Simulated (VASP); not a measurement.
Level of theory: PBE GGA, VASP's PBE PAW potentials (set 64) (plane waves; VASP).

A VASP calculation is set up with these files.

### INCAR
```
SYSTEM=ZnSe
PREC=Accurate; ENCUT=300; LREAL=.False.
LASPH=.True.
EDIFF=1E-6; NELM=100; ALGO=Normal
LMAXMIX=4
ISMEAR=0; SIGMA=0.01
GGA=PE
ISIF=2
LWAVE=.False.; LCHARG=.False.
```

**KPOINTS**
```
Regular mesh
0
gamma
  3 3 3
0 0 0
```

File POSCAR:
```
ZnSe
1
    0.0000000000     2.8324450000     2.8324450000
    2.8324450000     0.0000000000     2.8324450000
    2.8324450000     2.8324450000     0.0000000000
Zn Se
1 1
Direct
  0.0000000000   0.0000000000   0.0000000000
  0.7500000000   0.7500000000   0.7500000000
```

POTCAR, in this order: Zn Se (PBE.64 set). Program: vasp_std.

What VASP printed:

### OSZICAR
```
       N       E                     dE             d eps       ncg     rms          rms(c)
DAV:   1     0.688558576556E+02    0.68856E+02   -0.65670E+03   104   0.102E+03
DAV:   2    -0.265444657145E+01   -0.71510E+02   -0.68099E+02   119   0.218E+02
DAV:   3    -0.605750158739E+01   -0.34031E+01   -0.33946E+01   119   0.523E+01
DAV:   4    -0.607941995870E+01   -0.21918E-01   -0.21917E-01   114   0.463E+00
DAV:   5    -0.607953792225E+01   -0.11796E-03   -0.11796E-03   119   0.311E-01    0.511E+00
DAV:   6    -0.575940011079E+01    0.32014E+00   -0.73074E-01   148   0.285E+01    0.385E+00
DAV:   7    -0.573453471749E+01    0.24865E-01   -0.22037E-01   114   0.415E+00    0.159E+00
DAV:   8    -0.573583184881E+01   -0.12971E-02   -0.61466E-03   119   0.673E-01    0.509E-01
DAV:   9    -0.573645339570E+01   -0.62155E-03   -0.13940E-03   109   0.299E-01    0.822E-02
DAV:  10    -0.573658032093E+01   -0.12693E-03   -0.14969E-04   129   0.106E-01    0.210E-02
DAV:  11    -0.573660999294E+01   -0.29672E-04   -0.46170E-05   109   0.509E-02    0.642E-03
DAV:  12    -0.573661166727E+01   -0.16743E-05   -0.33705E-06   124   0.237E-02    0.539E-03
DAV:  13    -0.573661159320E+01    0.74076E-07   -0.65801E-07    77   0.117E-02
   1 F= -.57366116E+01 E0= -.57366116E+01  d E =-.274281E-25
```

File OUTCAR:
```
------------------------ aborting loop because EDIFF is reached ----------------------------------------
  FORCE on cell =-STRESS in cart. coord.  units (eV):
  Direction    XX          YY          ZZ          XY          YZ          ZX
  --------------------------------------------------------------------------------------
  Total        1.0446439      1.0446439      1.0446439     -0.0000000      0.0000000      0.0000000
  in kB       36.8268367     36.8268367     36.8268367     -0.0000000      0.0000000      0.0000000
  external PRESSURE =      36.8268367 kB  Pullay stress =       0.0000000 kB
  volume of cell :       45.45
      direct lattice vectors                 reciprocal lattice vectors
     0.000000000  2.832445000  2.832445000    -0.176525934  0.176525934  0.176525934
     2.832445000  0.000000000  2.832445000     0.176525934 -0.176525934  0.176525934
     2.832445000  2.832445000  0.000000000     0.176525934  0.176525934 -0.176525934
  FREE ENERGIE OF THE ION-ELECTRON SYSTEM (eV)
  ---------------------------------------------------
  free  energy   TOTEN  =        -5.7366115932 eV

  energy  without entropy=       -5.7366115932  energy(sigma->0) =       -5.73661159
```
(Selected blocks of OUTCAR.)

At this cut-off the stress carries a Pulay error, which pulls relaxed volumes low.

The structure comes from a computed database's ZnSe entry; how it stands against other phases isn't given here. The cell was not relaxed at this level. The k-mesh is coarse (spacing up to 0.64 per Å, 2π included), so the numbers may not be converged in it. The run is one of a series of settings (KPOINTS 3×3×3 Γ-centred mesh against the base run), some of them coarse on purpose.
